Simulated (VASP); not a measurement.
A run of VASP 6.6.1 is set up as follows.

The input INCAR:

```
SYSTEM = Si5H12O2
PREC = Accurate
ENCUT = 520
EDIFF = 1E-6
ISMEAR = 0
SIGMA = 0.02
LREAL = Auto
LASPH = .True.
NELM = 100
ALGO = Fast
ISIF = 2
LWAVE = .False.
LCHARG = .False.
GGA = PE
NBANDS = 37
```

Contents of KPOINTS:

```
regular mesh
0
Gamma
  1 1 1
  0 0 0
```

File POSCAR:

```
Si5H12O2
1.0
   15.0000000000      0.0000000000      0.0000000000
    0.0000000000     15.0000000000      0.0000000000
    0.0000000000      0.0000000000     15.0000000000
Si O H
5 2 12
Direct
    0.4925215322      0.5255163260      0.4994503994
    0.4012598201      0.5904497292      0.6103911632
    0.5355106072      0.6250306682      0.3849887494
    0.6819875693      0.4442125085      0.5390410081
    0.3774250494      0.3533093553      0.4652900581
    0.5811302033      0.4866675787      0.5523436706
    0.4395031642      0.4429535415      0.4491288951
    0.3791965730      0.5243430282      0.6818068145
    0.4488419607      0.6676168415      0.6519652212
    0.3161679098      0.6238605859      0.5704546541
    0.5906189395      0.5785768041      0.3159814921
    0.4542936598      0.6625953366      0.3409432072
    0.5886031972      0.7006196040      0.4226571476
    0.6756040357      0.3478257897      0.5147888958
    0.7306208835      0.4930791974      0.4669885197
    0.7308273522      0.4539639776      0.6250487199
    0.3320616270      0.3316950573      0.3795387874
    0.3092514574      0.3709839703      0.5358981622
    0.4345744486      0.2767001000      0.4932944445
```

Potentials or basis: VASP PAW PBE potentials, release 64 (Si, O, H).

Run with:

```sh
$ cat potpaw_PBE.64/Si/POTCAR potpaw_PBE.64/O/POTCAR potpaw_PBE.64/H/POTCAR > POTCAR
$ mpirun -np 1 vasp_gam > vasp.out
```

Question: Predict the gap between the frontier levels.

Answer: 4.54 eV.

Question: Estimate the largest force.

Answer: 0.077 eV/Å.

Forces on the atoms (eV/Å):
```
Si  -0.024  0.073 -0.003
Si  -0.004  0.005  0.006
Si   0.003  0.005 -0.007
Si   0.065 -0.031  0.011
Si  -0.039 -0.058 -0.008
O    0.003 -0.007 -0.002
O    0.005 -0.005  0.002
H    0.002  0.010 -0.010
H   -0.006 -0.011 -0.006
H    0.012 -0.005  0.004
H   -0.008  0.007  0.010
H    0.010 -0.006  0.008
H   -0.008 -0.010 -0.004
H    0.002  0.029  0.008
H   -0.014 -0.015  0.020
H   -0.012 -0.003 -0.026
H    0.011  0.005  0.027
H    0.020 -0.006 -0.019
H   -0.018  0.023 -0.009
```

As with any semilocal functional, this PBE gap is likely too small.
